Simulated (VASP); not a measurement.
Sn (beta) relaxed at rising pressure, in one space group throughout; other phases were not tried. The pressures are those reached. Calculation: LDA (Ceperley-Alder, Perdew-Zunger), VASP's LDA PAW potentials (set 64) (plane waves; VASP 6.6.1).

```tsv
P (GPa)	V (Å³/atom)	k-mesh
0.02	26.155	13×13×13
4.99	24.409	13×13×13
10.02	23.150	14×14×14
19.97	21.374	14×14×14
30.01	20.116	14×14×14
```

A change of mesh leaves a small step in the series.

Question: Fit an equation of state and predict the volume at 45.14 GPa.

Answer: Least squares on the third-order Birch-Murnaghan form, P = (3B0/2)(y⁷ − y⁵)[1 + (3/4)(B′ − 4)(y² − 1)] with y = (V0/V)^(1/3), gives V0 = 26.162 Å³/atom, B0 = 61 GPa and B′ = 4.7, and so 18.739 Å³/atom. The run gave 18.749 Å³/atom, +0.1 % from the fit.

Pressures at which the relaxation failed are left out.

The compound is Sn in the beta structure.
